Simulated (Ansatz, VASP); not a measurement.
**CuPd2F: VASP beside Ansatz**

Wanted: the spread between two codes on one cell, functional and k mesh. The cell is generated by rule, not measured, and may not be a known phase. The cell is taken from a series of VASP runs on this material, whose earlier steps may have relaxed, scaled or displaced it; both programs get it as it stands.

Calculated with Ansatz 0.2.0; plane waves, with VASP 6.6.1 beside it; single point at PBE.

## (1) The structure

Symmetry: P6/mmm, No. 191, hexagonal system. Conventional cell: a = 4.565 Å, b = 4.565 Å, c = 3.741 Å, α = 90.00°, β = 90.00°, γ = 120.00°. Nearest to Cu lie 2 F at 1.87 Å. Pd has 3 Pd at 2.64 Å and 3 F at 2.64 Å nearest. Nearest to F lie 2 Cu at 1.87 Å. Farther neighbours and most contacts between anions are not listed.

## (2) Ansatz: single point, PBE

Ansatz runs on its default PAW (the set named soft_2) files.

A single point gives forces, pressure and levels at one fixed geometry, so differences don't come from the geometry; what else differs is listed under the comparison.

File input.yaml:

```yaml
crystal:
  lattice:
    - [4.5647656083, 0.0, 0.0]
    - [-2.2823828042, 3.9532029814, 0.0]
    - [0.0, 0.0, 3.7410962095]
  atoms:
    - { symbol: Cu, position: [0.0, 0.0, 0.5] }
    - { symbol: Pd, position: [0.33333333, 0.66666667, 0.0] }
    - { symbol: Pd, position: [0.66666667, 0.33333333, 0.0] }
    - { symbol: F, position: [0.0, 0.0, 0.0] }
hamiltonian:
  xc: pbe
  pseudopotentials: { kind: paw }
kpoints:
  mp_grid: { grid: [7, 7, 7] }
scf:
  occupations: { method: fermi_dirac, width: 0.05 }
  n_extra_bands: 5
output:
  forces: true
  stress: true
  eigenvalues: true
```

On the command line:

```bash
$ ansatz run input.yaml --threads 2 --pin off --max-ram 4608MiB --backend cpu --events-out ev --progress --plain --runs-dir out
```

Numbers of over 12 decimals in the logs are rounded to 6 here.

The log of the run:

```text
scf.n_extra_bands = 5 over 31 filled bands (N_el = 62.0): the run solves 36 bands
Engine: ansatz 0.2.0, x86_64-unknown-linux-gnu
Pseudopotentials: kind: paw
Pseudopotential: Cu, paw, valence charge 19, recommended cutoff 420 eV (normal), Cu.paw.azcp
Pseudopotential: Pd, paw, valence charge 18, recommended cutoff 420 eV (normal), Pd.paw.azcp
Pseudopotential: F, paw, valence charge 7, recommended cutoff 420 eV (normal), F.paw.azcp
Functional definition: PBE
  parameter kappa = 0.804
  parameter beta = 0.066725
  exchange = pbe_x(kappa = kappa, mu = beta*pi^2/3)
  correlation = pbe_c(beta = beta)
Crystal: 4 atoms, lattice volume = 67.510 Å³
Basis set: ecut = 420 eV, 1327 PW (Γ), exchange–correlation on 64×64×54 points (8 copies of the dense FFT grid, shifted against one another)
Bands: 36, of which v1, the nominal top of the filled ones, is band 31 counted from 1 (30 counted from 0)
Symmetry: 24 space group operations
Space group: P6/mmm (ITA 191), of the structure as read, at distance tolerance 4.1e-5 Å
k-points: 32 of 343
Non-local potential: Cu, projectors of the file, l = 0: 3, l = 1: 2, l = 2: 3, l = 3: 1
Non-local potential: Pd, projectors of the file, l = 0: 2, l = 1: 2, l = 2: 2, l = 3: 1
Non-local potential: F, projectors of the file, l = 0: 2, l = 1: 2, l = 2: 1
PAW form: soft (Blöchl's): semilocal exchange-correlation on the pseudo side does not see the compensation charge
PAW one-centre angular grid: Cu, 590 points (default); XC on 64 Gauss nodes
PAW one-centre angular grid: Pd, 590 points (default); XC on 64 Gauss nodes
PAW one-centre angular grid: F, 110 points (default); XC on 64 Gauss nodes
Initial density: superposition of atomic densities (neutral atoms: chi_scale 0, normalization atom), corrected by the library's trained network
Initial wavefunctions: pseudopotential atomic-orbital guess
Functional: x = pbe(κ = 0.804, μ = 0.219515), c = pbe(β = 0.066725)
SCF iter   1: F=—  HF=-21375.500587 eV  |F-HF|=—  |Δ(HF+E_count)|=         —  Δρ=1.41e-2  dr2=4.06e-2  ethr=1.77e-3  ⟨swp⟩=5.8  Hψ=4370  notcnv=0
preconditioner: auto → LDOS  [metal: Δε(μ)=0.038 eV  Ē_g=7.703 eV  σ=0.050 eV  W_gap=0.19  n_scr=20 (ndim 8)  ℏωp=27.9 eV  f_vac=0.019  D(μ)=4.34/eV (n_scr^D=46)  β→1.0]
SCF iter   2: F=—  HF=-21375.500716 eV  |F-HF|=—  |Δ(HF+E_count)|=   1.28e-4  Δρ=1.25e-2  dr2=4.70e-2  ethr=6.55e-5  ⟨swp⟩=2.0  Hψ=2524  notcnv=0  defer=4
preconditioner: auto → Kerker (q_TF=auto, 2.690 Å⁻¹)  [metal: Δε(μ)=0.013 eV  Ē_g=7.794 eV  σ=0.050 eV  W_gap=0.06  n_scr=20 (ndim 8)  ℏωp=27.9 eV  f_vac=0.008  D(μ)=5.99/eV (n_scr^D=70)  β→0.5]
SCF iter   3: F=—  HF=-21375.490178 eV  |F-HF|=—  |Δ(HF+E_count)|=   1.05e-2  Δρ=4.52e-3  dr2=1.06e-2  ethr=6.55e-5  ⟨swp⟩=2.0  Hψ=1966  notcnv=0  defer=4
SCF iter   4: F=—  HF=-21375.489549 eV  |F-HF|=—  |Δ(HF+E_count)|=   6.29e-4  Δρ=1.69e-3  dr2=8.65e-4  ethr=1.71e-5  ⟨swp⟩=1.0  Hψ=1148  notcnv=0  defer=4
SCF iter   5: F=—  HF=-21375.489805 eV  |F-HF|=—  |Δ(HF+E_count)|=   2.56e-4  Δρ=6.58e-4  dr2=1.80e-4  ethr=1.39e-6  ⟨swp⟩=2.6  Hψ=1919  notcnv=0  defer=4
SCF iter   6: F=—  HF=-21375.489830 eV  |F-HF|=—  |Δ(HF+E_count)|=   2.47e-5  Δρ=1.90e-4  dr2=2.01e-5  ethr=2.90e-7  ⟨swp⟩=2.2  Hψ=1768  notcnv=0  defer=4
SCF iter   7: F=—  HF=-21375.489658 eV  |F-HF|=—  |Δ(HF+E_count)|=   1.72e-4  Δρ=8.93e-5  dr2=4.66e-6  ethr=3.24e-8  ⟨swp⟩=2.0  Hψ=1647  notcnv=0  defer=4
SCF iter   8: F=—  HF=-21375.489657 eV  |F-HF|=—  |Δ(HF+E_count)|=   7.14e-7  Δρ=1.52e-5  dr2=2.56e-7  ethr=7.52e-9  ⟨swp⟩=1.6  Hψ=1304  notcnv=0  defer=4
SCF iter   9: F=—  HF=-21375.489657 eV  |F-HF|=—  |Δ(HF+E_count)|=   3.12e-8  Δρ=2.01e-5  dr2=1.40e-7  ethr=1.61e-10  ⟨swp⟩=4.6  Hψ=4255  notcnv=0
SCF iter  10: F=-21375.489657 eV  HF=-21375.489657 eV  |F-HF|=4.73e-10  |Δ(HF+E_count)|=   3.25e-8  Δρ=2.52e-6  dr2=3.86e-9  ethr=1.61e-10  ⟨swp⟩=3.9  Hψ=3465  notcnv=0
SCF 1 converged in 10 iterations: F = -21375.489657 eV  dr2 = 3.86e-9
  greatest PAW one-centre occupation: 1.000 electrons in one spin orbital (limit 2), on the Cu atom at site 0 (counted from 0), in its partial waves of l = 0
SCF converged after 10 iterations
Free energy (F): -21375.489657 eV
Harris-Foulkes:  -21375.489657 eV  (|F-HF|=4.73e-10)
Internal energy: -21375.446557 eV  (E = F + TS)
E sigma→0 (E₀):  -21375.468107 eV
Entropy (-TS):   -0.043100 eV (-10.775 meV/atom)
Fermi energy:    10.908403 eV
--- Per-component energies (eV) ---
  E_band       = -1014.887750
  E_kinetic    = 1533.240680
  E_local      = -10372.794996  (includes V_loc(G=0)·N_el)
  E_nonlocal   = 914.684892
  E_hartree    = 4370.098599
  E_xc         = -499.819262
  E_vxc        = -631.614658  (∫ρ·V_xc dr)
  E_paw        = -9376.503284  (= ΣΔE_a)
  E_vpaw       = -1198.602291  (= ΣTr[D̂ρ^β])
  E_aug_tail   = 0.002660  (compensation charges beyond the density's cutoff)
  E_ewald      = -7944.355846
  E_smearing   = -0.043100  (= −TS)
  E_closure    = 0.000000  (closes the sum)
  Σ components = -21375.489657   (vs F -21375.489657, Δ=0.00e0)
--- Forces (eV/Å), atoms counted from 1 ---
  atom   1  Cu     0.00000000    -0.00000000    -0.00000000
  atom   2  Pd    -0.00000000    -0.00000000    -0.00000000
  atom   3  Pd     0.00000000     0.00000000     0.00000000
  atom   4  F     -0.00000000    -0.00000000     0.00000000
  max |Σ_I F_I| component: 9.25e-18 eV/Å
--- Stress (GPa, compression-positive) ---
        1.041018       0.000000      -0.000000
       -0.000000       1.041018      -0.000000
       -0.000000      -0.000000      -1.577779
  P = ⅓ Tr σ = 0.1681 GPa (1.681 kbar)
--- Band table (eV; the first three rows and the last of 32) ---
  k-point 0: bands = [... 27 lower, 10.1308, 10.2053, 10.2053, 10.6277, 10.6277, 17.3493, 17.3493, 17.3657, ... 1 higher]
  k-point 1: bands = [... 27 lower, 10.2150, 10.2150, 10.2601, 10.5674, 10.5674, 16.1251, 17.5931, 17.5931, ... 1 higher]
  k-point 2: bands = [... 27 lower, 10.2381, 10.4065, 10.4065, 10.5705, 10.7782, 14.3790, 18.2339, 18.2339, ... 1 higher]
  k-point 31: bands = [... 27 lower, 10.6307, 10.6699, 10.6981, 11.2399, 13.0797, 14.2694, 14.4647, 15.5804, ... 1 higher]
```

Run time: 1.8 s. Hardware: 2 threads of Intel Xeon Platinum 8488C (Sapphire Rapids), shared host; peak memory 0.41 GiB.

The run ends at a pressure of 0.17 GPa.

## (3) VASP: single point, PBE

The same cell, functional, mesh and smearing now go to VASP, with its own data sets and cutoff.

Lines of VASP's logs that name or quote its potential files are left out, and so is its time.

File INCAR:

```
SYSTEM = CuPd2F
PREC = Accurate
ENCUT = 520
EDIFF = 1E-06
NELM = 100
ISMEAR = -1
SIGMA = 0.05
LREAL = .FALSE.
ALGO = Normal
GGA = PE
NBANDS = 25
LORBIT = 11
LWAVE = .FALSE.
LCHARG = .TRUE.
ISIF = 2
LELF = .TRUE.
LVHAR = .TRUE.
```

File POSCAR:

```
CuPd2F
1.0
    4.5647656083      0.0000000000      0.0000000000
   -2.2823828042      3.9532029814      0.0000000000
    0.0000000000      0.0000000000      3.7410962095
Cu Pd F
1 2 1
Direct
    0.0000000000      0.0000000000      0.5000000000
    0.3333333300      0.6666666700      0.0000000000
    0.6666666700      0.3333333300      0.0000000000
    0.0000000000      0.0000000000      0.0000000000
```

File KPOINTS:

```
Automatic mesh
0
Gamma
7 7 7
0 0 0
```

Potentials, in the order of the species: Cu, Pd and F (PBE family, release 64).

On the command line:

```bash
$ mpirun -np 2 vasp_std
```

The log of the run:

```text
[banner, memory and clock lines left out]
running    2 mpi-ranks, on    1 nodes
 distrk:  each k-point on    2 cores,    1 groups
 distr:  one band on    1 cores,    2 groups

 POSCAR found type information on POSCAR CuPdF
 POSCAR found :  3 types and       4 ions
 LDA part: xc-table for (Slater+PW92), standard interpolation
|                                                                             |
|           W    W    AA    RRRRR   N    N  II  N    N   GGGG   !!!           |
|           W    W   A  A   R    R  NN   N  II  NN   N  G    G  !!!           |
|           W    W  A    A  R    R  N N  N  II  N N  N  G       !!!           |
|           W WW W  AAAAAA  RRRRR   N  N N  II  N  N N  G  GGG   !            |
|           WW  WW  A    A  R   R   N   NN  II  N   NN  G    G                |
|           W    W  A    A  R    R  N    N  II  N    N   GGGG   !!!           |
|                                                                             |
|     The number of bands has been changed from the values supplied in        |
|     The orbitals not found in the WAVECAR file will be initialized with     |
|     random numbers, which is usually adequate. For correlated               |
|     calculations, however, you should redo the groundstate calculation.     |
|     I found NBANDS = 25. Now, NBANDS = 26.                                  |
|                                                                             |

 POSCAR, INCAR and KPOINTS ok, starting setup
 FFT: planning ... GRIDC
 FFT: planning ... GRID_SOFT
 FFT: planning ... GRID
 WAVECAR not read
 entering main loop
       N       E                     dE             d eps       ncg     rms          rms(c)
DAV:   1     0.296769743422E+03    0.29677E+03   -0.17947E+04  1680   0.171E+03
DAV:   2     0.891999046108E+01   -0.28785E+03   -0.27021E+03  1738   0.363E+02
DAV:   3    -0.167775544178E+02   -0.25698E+02   -0.24456E+02  1970   0.112E+02
DAV:   4    -0.175870105797E+02   -0.80946E+00   -0.80341E+00  1918   0.193E+01
DAV:   5    -0.176075791641E+02   -0.20569E-01   -0.20566E-01  2054   0.312E+00    0.180E+01
DAV:   6    -0.270663689093E+02   -0.94588E+01   -0.88785E+01  1852   0.209E+02    0.184E+01
DAV:   7    -0.168119747959E+02    0.10254E+02   -0.18381E+01  2232   0.760E+01    0.880E+00
DAV:   8    -0.153301665883E+02    0.14818E+01   -0.27920E+00  2010   0.471E+01    0.450E+00
DAV:   9    -0.153510307955E+02   -0.20864E-01   -0.25295E+00  2054   0.603E+01    0.712E+00
DAV:  10    -0.150593410333E+02    0.29169E+00   -0.23987E+00  2214   0.290E+01    0.993E-01
DAV:  11    -0.150707642856E+02   -0.11423E-01   -0.14216E-01  2350   0.113E+01    0.179E+00
DAV:  12    -0.150251257098E+02    0.45639E-01   -0.88390E-02  2056   0.125E+01    0.166E-01
DAV:  13    -0.150246901262E+02    0.43558E-03   -0.60290E-03  2308   0.745E-01    0.177E-01
DAV:  14    -0.150242871481E+02    0.40298E-03   -0.52370E-04  2290   0.468E-01    0.606E-02
DAV:  15    -0.150242421257E+02    0.45022E-04   -0.26291E-04  2530   0.470E-01    0.484E-02
DAV:  16    -0.150242494264E+02   -0.73007E-05   -0.20412E-04  2350   0.373E-01    0.542E-02
DAV:  17    -0.150242240316E+02    0.25395E-04   -0.60445E-05  2004   0.232E-01    0.519E-03
DAV:  18    -0.150242223074E+02    0.17242E-05   -0.21230E-06  1016   0.226E-02    0.233E-03
DAV:  19    -0.150242224337E+02   -0.12628E-06   -0.49459E-07   868   0.789E-03
   1 F= -.15024222E+02 E0= -.15001822E+02  d E =-.448015E-01
```

Parts of OUTCAR (step 3):

```text
ion  position               nearest neighbor table
   1  0.000  0.000  0.500-   4 1.87   4 1.87
   2  0.333  0.667  0.000-   3 2.64   4 2.64   3 2.64   4 2.64   4 2.64   3 2.64
   3  0.667  0.333  0.000-   2 2.64   4 2.64   2 2.64   4 2.64   4 2.64   2 2.64
   4  0.000  0.000  0.000-   1 1.87   1 1.87   3 2.64   2 2.64   3 2.64   2 2.64   3 2.64   2 2.64

  LATTYP: Found a hexagonal cell.
 ALAT       =     4.5647656083
 C/A-ratio  =     0.8195593225

 Subroutine GETGRP returns: Found 24 space group operations
 (whereof 24 operations were pure point group operations)

The static configuration has the point symmetry D_6h.

 Found     32 irreducible k-points:

   k-points           NKPTS =     32   k-points in BZ     NKDIM =     32   number of bands    NBANDS=     26

   dimension x,y,z NGX =    36 NGY =   36 NGZ =   28
   dimension x,y,z NGXF=    72 NGYF=   72 NGZF=   56

   ENCUT  =  520.0 eV  38.22 Ry    6.18 a.u.   8.49  8.49  6.96*2*pi/ulx,y,z

   NELECT =      38.0000    total number of electrons

 k-points in reciprocal lattice and weights: Automatic mesh
   0.00000000  0.00000000  0.00000000       0.003
   0.14285714  0.00000000  0.00000000       0.017
   0.28571429  0.00000000  0.00000000       0.017
   0.42857143  0.00000000  0.00000000       0.017
   0.14285714  0.14285714  0.00000000       0.017
   0.28571429  0.14285714  0.00000000       0.035
   0.42857143  0.14285714  0.00000000       0.017
   0.28571429  0.28571429  0.00000000       0.017
   0.00000000  0.00000000  0.14285714       0.006
[...]
0.42857143  0.14285714  0.42857143       0.035
   0.28571429  0.28571429  0.42857143       0.035

 average (electrostatic) potential at core
       1 -65.7919       2 -74.8140       3 -74.8140       4 -76.5461

 E-fermi :   4.5300

 k-point     1 :       0.0000    0.0000    0.0000
  band No.  band energies     occupation
    ...
     16       3.7637      2.00000
     17       3.8286      2.00000
     18       3.8286      2.00000
     19       4.2621      1.99062
     20       4.2621      1.99062
     21      10.9651      0.00000
     22      10.9651      0.00000
     23      11.0128      0.00000
     24      11.9041      0.00000
     25      12.0685      0.00000
    ...

 k-point     2 :       0.1429    0.0000    0.0000
  band No.  band energies     occupation
    ...
     16       3.7630      2.00000
     17       3.7699      2.00000
     18       3.9393      1.99999
     19       4.1527      1.99894
     20       4.2717      1.98866
     21       9.2658      0.00000
     22      10.1295      0.00000
     23      10.7135      0.00000
     24      12.1907      0.00000
     25      13.0298      0.00000
    ...

 k-point     3 :       0.2857    0.0000    0.0000
  band No.  band energies     occupation
    ...
     16       3.7373      2.00000
     17       3.9081      1.99999
     18       3.9453      1.99998
     19       4.1463      1.99907
     20       4.2947      1.98209
     21       7.4076      0.00000
     22       9.2331      0.00000
     23      10.3309      0.00000
     24      12.9790      0.00000
     25      14.1513      0.00000
    ...

  Total        0.3709388      0.3709388     -0.3187976     -0.0000000     -0.0000000      0.0000000
  in kB        8.8033173      8.8033174     -7.5658737     -0.0000000     -0.0000000      0.0000000
  external PRESSURE =       3.3469203 kB  Pullay stress =       0.0000000 kB

  energy-cutoff  :      520.00
  volume of cell :       67.51
      direct lattice vectors                 reciprocal lattice vectors
     4.564765608  0.000000000  0.000000000     0.219069299  0.126479718  0.000000000
    -2.282382804  3.953202981  0.000000000     0.000000000  0.252959437  0.000000000
     0.000000000  0.000000000  3.741096210     0.000000000  0.000000000  0.267301332

 POSITION                                       TOTAL-FORCE (eV/Angst)
 -----------------------------------------------------------------------------------
      0.00000      0.00000      1.87055         0.000000      0.000000      0.000000
     -0.00000      2.63547      0.00000        -0.000000     -0.000000     -0.000000
      2.28238      1.31773      0.00000        -0.000000      0.000000      0.000000
      0.00000      0.00000      0.00000         0.000000      0.000000      0.000000
 -----------------------------------------------------------------------------------
    total drift:                                0.000000      0.000000     -0.000000

  FREE ENERGIE OF THE ION-ELECTRON SYSTEM (eV)
  ---------------------------------------------------
  free  energy   TOTEN  =       -15.0242224337 eV

  energy  without entropy=      -14.9794208953  energy(sigma->0) =      -15.00182166

 total charge
# of ion       s       p       d       tot
------------------------------------------
    1        0.318   0.223   9.265   9.806
    2        0.358   0.204   8.609   9.170
    3        0.358   0.204   8.609   9.170
    4        1.753   4.320   0.000   6.072
--------------------------------------------------
tot          2.787   4.950  26.482  34.219

[... 3 further parts left out ...]
```

This run has no spin polarisation, so a moment on Cu, if there is one, isn't seen.

## (4) Side by side

Known differences besides the potentials themselves: the data sets hold 62 valence electrons in Ansatz (default PAW (the set named soft_2) files) and 38 in VASP; the cutoff is 420 eV in Ansatz and 520 eV in VASP; VASP leaves aspherical gradient terms in its spheres out (LASPH is not set), Ansatz keeps them. Total energies have different zeros and are not compared.

Both answers:

| quantity | Ansatz | VASP | difference |
| --- | --- | --- | --- |
| pressure (GPa) | 0.17 | 0.33 | -0.17 |
| pressure without Ansatz's Pulay correction (GPa) | -0.07 | 0.33 | -0.40 |

Ansatz's pressure holds a Pulay correction of 0.23 GPa; VASP's holds none.

## (5) What came out

```
difference in pressure (single point, PBE) : -0.17 GPa
```

What this shows: The difference in pressure is -0.17 GPa (single point, PBE), within the 1 GPa picked in this series as the mark of a large difference. Such differences can come from data sets, numerical settings and the points named under the comparisons, not from the functional's error against experiment.

[Lines on the potential files, build, host, timing and source positions are cut from VASP's logs without a mark.]

[Logs are printed without paths, hosts, clocks, repeated set-up lines and the standing remarks that a program may print on its own settings, such as how far it seeks lower states.]

[Hosts, paths, dates, database ids (printed as entryN), source tags and the programs' standing remarks are cut or masked in the printed files.]
